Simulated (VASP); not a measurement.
# Sb5P3 (P1) in VASP: further runs, part 2 of 3

VASP 6.6.1. Earlier steps stand in the parts before.

## (3) Single point, revPBE

INCAR

```
PREC = Accurate ; ENCUT = 520
EDIFF = 1E-6 ; ISMEAR = -1
SIGMA = 0.05 ; LREAL = F
LASPH = T ; NELM = 60
ALGO = Fast ; ISIF = 2
LWAVE = F ; LCHARG = F
GGA = RE ; NBANDS = 30
```

KPOINTS

```
Automatic mesh
0
Gamma
  4 3 2
```

POSCAR

```
Sb5P3
1.0
    0.0000000000      3.4326180000      0.0000000000
    0.0000000000      0.0000000000      5.7802740000
    8.4544530000      1.7163090000     -2.8901370000
Sb P
5 3
Direct
    0.1028613780      0.9742936446      0.7925275591
    0.9028884132      0.1839766116      0.2059366821
    0.4993131550      0.5302837439      0.0044407367
    0.7704887244      0.9424034470      0.4494828938
    0.2297656264      0.4897556760      0.5486252038
    0.6741996458      0.7706308469      0.6434693055
    0.3192891485      0.1168925020      0.3502628733
   -0.0143917825      0.2839964308      0.0022854228
```

Potentials or basis: VASP PAW PBE potentials, release 64 (Sb, P).

Started as:

```sh
$ cat potpaw_PBE.64/Sb/POTCAR potpaw_PBE.64/P/POTCAR > POTCAR
$ mpirun -np 1 vasp_std > vasp.out
```

OUTCAR:

```text
PREC = Accurate
   ENCUT = 520
   EDIFF = 1E-6
   ISMEAR = -1
   LREAL = F
   LASPH = T
   NELM = 60
   ISIF = 2
   GGA = RE

 ion  position               nearest neighbor table
   1  0.103  0.974  0.793-   8 2.13   6 2.25   6 2.26   5 2.94   4 3.46   4 3.47   2 3.50   3 3.59
                             3 3.60
   2  0.903  0.184  0.206-   8 2.08   7 2.22   7 2.28   4 2.94   5 3.45   5 3.46   1 3.50   3 3.53
                             3 3.55
   3  0.499  0.530  0.004-   8 2.19   8 2.27   2 3.53   2 3.55   1 3.59   1 3.60
   4  0.770  0.942  0.449-   6 2.26   7 2.31   7 2.31   2 2.94   5 3.44   1 3.46   5 3.46   5 3.47
                             1 3.47   5 3.49
   5  0.230  0.490  0.549-   6 2.31   7 2.31   6 2.35   1 2.94   4 3.44   2 3.45   2 3.46   4 3.46
                             4 3.47   4 3.49
   6  0.674  0.771  0.643-   1 2.25   4 2.26   1 2.26   5 2.31   5 2.35
   7  0.319  0.117  0.350-   2 2.22   2 2.28   5 2.31   4 2.31   4 2.31
   8  0.986  0.284  0.002-   2 2.08   1 2.13   3 2.19   3 2.27

  LATTYP: Found a body centered orthorhombic cell.
 ALAT       =     3.4326180000
 B/A-ratio  =     1.6839257966
 C/A-ratio  =     4.9259503970

  Lattice vectors:

 A1 = (  -8.4544530000,   1.7163090000,   2.8901370000)
 A2 = (  -8.4544530000,  -1.7163090000,  -2.8901370000)
 A3 = (   8.4544530000,  -1.7163090000,   2.8901370000)

Analysis of symmetry for initial positions (statically):
=====================================================================
 Subroutine PRICEL returns:
 Original cell was already a primitive cell.

 Routine SETGRP: Setting up the symmetry group for a
 body centered orthorhombic supercell.

 Subroutine GETGRP returns: Found  1 space group operations
 (whereof  1 operations were pure point group operations)
 out of a pool of  8 trial point group operations.

The static configuration has the point symmetry C_1 .

Analysis of symmetry for dynamics (positions and initial velocities):
=====================================================================
 Subroutine PRICEL returns:
 Original cell was already a primitive cell.

 Routine SETGRP: Setting up the symmetry group for a
 body centered orthorhombic supercell.

 Subroutine GETGRP returns: Found  1 space group operations
 (whereof  1 operations were pure point group operations)
 out of a pool of  8 trial point group operations.

The dynamic configuration has the point symmetry C_1 .

 Subroutine INISYM returns: Found  1 space group operations
 (whereof  1 operations are pure point group operations),
 and found     1 'primitive' translations

----------------------------------------------------------------------------------------

                                     Primitive cell

  volume of cell :     167.7488

  direct lattice vectors                    reciprocal lattice vectors
     0.000000000  3.432618000  0.000000000    -0.059140432  0.291322833  0.000000000
     0.000000000  0.000000000  5.780274000     0.059140432  0.000000000  0.173002179
     8.454453000  1.716309000 -2.890137000     0.118280863  0.000000000  0.000000000

  length of vectors
[... 80 lines left out ...]
  0.000000  0.000000  0.500000      1.000000
  0.250000  0.000000  0.500000      2.000000
  0.500000  0.000000  0.500000      1.000000
  0.000000  0.333333  0.500000      2.000000
  0.250000  0.333333  0.500000      2.000000
  0.500000  0.333333  0.500000      2.000000
 -0.250000  0.333333  0.500000      2.000000
   k-points           NKPTS =     14   k-points in BZ     NKDIM =     14   number of bands    NBANDS=     30
   number of dos      NEDOS =    301   number of ions     NIONS =      8
   total plane-waves  NPLWV =  94080
   dimension x,y,z NGX =    28 NGY =   48 NGZ =   70
   dimension x,y,z NGXF=    56 NGYF=   96 NGZF=  140
   ions per type =               5   3
   NGX,Y,Z   is equivalent  to a cutoff of  13.56, 13.81, 12.79 a.u.
   NGXF,Y,Z  is equivalent  to a cutoff of  27.12, 27.61, 25.58 a.u.
 SYSTEM =  unknown system
   PREC   = accura    normal or accurate (medium, high low for compatibility)
   ISTART =      0    job   : 0-new  1-cont  2-samecut
   ICHARG =      2    charge: 1-file 2-atom 10-const
   ISPIN  =      1    spin polarized calculation?
   LNONCOLLINEAR =      F non collinear calculations
   LSORBIT =      F    spin-orbit coupling
   LASPH  =      T    aspherical Exc in radial PAW
   ENCUT  =  520.0 eV  38.22 Ry    6.18 a.u.   6.38 10.75 16.92*2*pi/ulx,y,z
   NELM   =     60;   NELMIN=  2; NELMDL= -5     # of ELM steps
   EDIFF  = 0.1E-05   stopping-criterion for ELM
   LREAL  =      F    real-space projection
   EDIFFG = 0.1E-04   stopping-criterion for IOM
   NSW    =      0    number of steps for IOM
   IBRION =     -1    ionic relax: 0-MD 1-quasi-New 2-CG
   NFREE  =      0    steps in history (QN), initial steepest desc. (CG)
   ISIF   =      2    stress and relaxation
   ISYM   =      2    0-nonsym 1-usesym 2-fastsym
   POTIM  = 0.5000    time-step for ionic-motion
   TEBEG  =    0.0;   TEEND  =   0.0 temperature during run
   PSTRESS=    0.0 pullay stress
   NELECT =      40.0000    total number of electrons
   NUPDOWN=      -1.0000    fix difference up-down
   EMIN   =  10.00;   EMAX   =-10.00  energy-range for DOS
   EFERMI =   0.00;   METHOD = LEGACY
   ISMEAR =    -1;   SIGMA  =   0.05  broadening in eV -4-tet -1-fermi 0-gaus
   EFERMI_NEDOS =   21; number of points for ismear=-14 and -15
   IALGO  =     68    algorithm
   IMIX   =      4    mixing-type and parameters
     AMIX     =   0.40;   BMIX     =  1.00
     AMIX_MAG =   1.60;   BMIX_MAG =  1.00
  volume/ion in A,a.u.               =      20.97       141.50
  Fermi-wavevector in a.u.,A,eV,Ry     =   1.015177  1.918406 14.021946  1.030584
  Thomas-Fermi vector in A             =   2.148447
   LORBIT       =      0    0 simple, 1 ext, 2 COOP (PROOUT), +10 PAW based schemes
   GGA     = RE    functional components
   LHFCALC =     F    Hartree Fock is set to
   AEXX    =    0.0000 exact exchange contribution
   IVDW    =     0    specifies the selected vdW correction
   LEPSILON=     F    determine dielectric tensor
   LRPA    =     F    only Hartree local field effects (RPA)
 non-spin polarized calculation
 RMM-DIIS sequential band-by-band and
  energy-cutoff  :      520.00
  volume of cell :      167.75
 maximum number of plane-waves:      4548
 NGX is ok and might be reduce to    28
   NGX = 13   NGY = 21   NGZ = 33

 number of electron      40.0000000 magnetization

 Free energy of the ion-electron system (eV)
  ---------------------------------------------------
  ext. energy  EPLUGINS =         0.00000000
  ---------------------------------------------------
  free energy    TOTEN  =       -16.26437008 eV

  energy without entropy =      -16.22424724  energy(sigma->0) =      -16.24430866

 E-fermi :   9.8291     XC(G=0): -10.3131

 val. band max:        9.8243029363   @ k =   0.0000   0.0000   0.0000
 cond. band min:       9.8358663515   @ k =   0.0000   0.3333  -0.0000
 fundamental gap:      0.0115634153
 Fermi energy:         9.8291284683

 k-point     1 :       0.0000    0.0000    0.0000
  band No.  band energies     occupation
      1      -7.4549      2.00000
      2      -6.1974      2.00000
      3      -6.0978      2.00000
      4      -1.8556      2.00000
      5      -1.7624      2.00000
      6      -0.2903      2.00000
[... 451 lines left out ...]
     29      14.0072      0.00000
     30      14.5490      0.00000

------------------------ aborting loop because EDIFF is reached ----------------------------------------

  FORCE on cell =-STRESS in cart. coord.  units (eV):
  Direction    XX          YY          ZZ          XY          YZ          ZX
  --------------------------------------------------------------------------------------
  -------------------------------------------------------------------------------------
  Total       62.9436171     65.2418982     55.9435814      0.0065263     -2.3167571     -2.9602149
  in kB      601.1777017    623.1287011    534.3200027      0.0623328    -22.1274654    -28.2731639
  external PRESSURE =     586.2088018 kB  Pullay stress =       0.0000000 kB

 VOLUME and BASIS-vectors are now :
 -----------------------------------------------------------------------------
  energy-cutoff  :      520.00
  volume of cell :      167.75
      direct lattice vectors                 reciprocal lattice vectors
     0.000000000  3.432618000  0.000000000    -0.059140432  0.291322833  0.000000000
     0.000000000  0.000000000  5.780274000     0.059140432  0.000000000  0.173002179
     8.454453000  1.716309000 -2.890137000     0.118280863  0.000000000  0.000000000

 POSITION                                       TOTAL-FORCE (eV/Angst)
 -----------------------------------------------------------------------------------
      6.70039      1.71331      3.34117         0.142762     -0.069744     -0.493494
      1.74108      3.45272      0.46825         1.426455     -0.287116     -1.143968
      0.03754      1.72157      3.05235         0.039526     -1.260666      7.822419
      3.80013      3.41625      4.14828        -0.172595     -0.014137     -2.835499
      4.63833      1.73031      1.24532         0.038133     -0.300651     -3.152303
      5.44018      3.41866      2.59474         0.210179      0.553637     -1.338029
      2.96128      1.69716     -0.33664        -0.162983      0.583309     -1.178907
      0.01932      3.38714      1.63497        -1.521478      0.795368      2.319781
 -----------------------------------------------------------------------------------
    total drift:                               -0.000154     -0.000025     -0.000541

  FREE ENERGIE OF THE ION-ELECTRON SYSTEM (eV)
  ---------------------------------------------------
  free  energy   TOTEN  =       -16.2643700823 eV

  energy  without entropy=      -16.2242472401  energy(sigma->0) =      -16.24430866
```

It took 54 s on 1 thread of Intel Xeon 6975P-C (Granite Rapids), shared host; peak memory 0.31 GiB.

Results:

| Quantity | Value |
| --- | --- |
| Free energy | -16.2644 eV |
| Pressure | 58.6 GPa |
| Largest force | 7.923 eV/Å |
| Band gap on the k mesh | none (metal or under the smearing width) |

Forces in eV/Å, atoms in the order of the input:
```
Sb   0.143 -0.070 -0.493
Sb   1.426 -0.287 -1.144
Sb   0.040 -1.261  7.822
Sb  -0.173 -0.014 -2.835
Sb   0.038 -0.301 -3.152
P    0.210  0.554 -1.338
P   -0.163  0.583 -1.179
P   -1.521  0.795  2.320
```

Stress tensor (GPa, compression positive):
```
60.12  0.01 -2.83
 0.01 62.31 -2.21
-2.83 -2.21 53.43
```

Levels at points of the mesh, in eV from the Fermi level:
| k point | band 18 | band 19 | band 20 | band 21 | band 22 | band 23 |
| --- | --- | --- | --- | --- | --- | --- |
| (0.00, 0.00, 0.00) | -0.56 | -0.12 | 0.00 | 0.43 | 0.46 | 0.71 |
| (0.50, 0.00, 0.00) | -1.88 | -1.66 | -1.21 | -0.09 | 0.28 | 0.49 |
| (0.00, 0.00, 0.50) | -0.96 | -0.53 | 0.42 | 0.49 | 0.58 | 0.67 |
| (0.50, 0.00, 0.50) | -1.88 | -1.66 | -1.22 | -0.10 | 0.28 | 0.51 |

Caveat: the k mesh is coarse (spacing up to 0.47 Å⁻¹), so the values aren't converged; a pressure of tens of GPa on the cell as given is suspect, and the run, the potentials or the cell itself is likely at fault; the PAW data sets were made with another functional, which shifts forces and pressure a little.

(Part 2 of 3 ends here.)
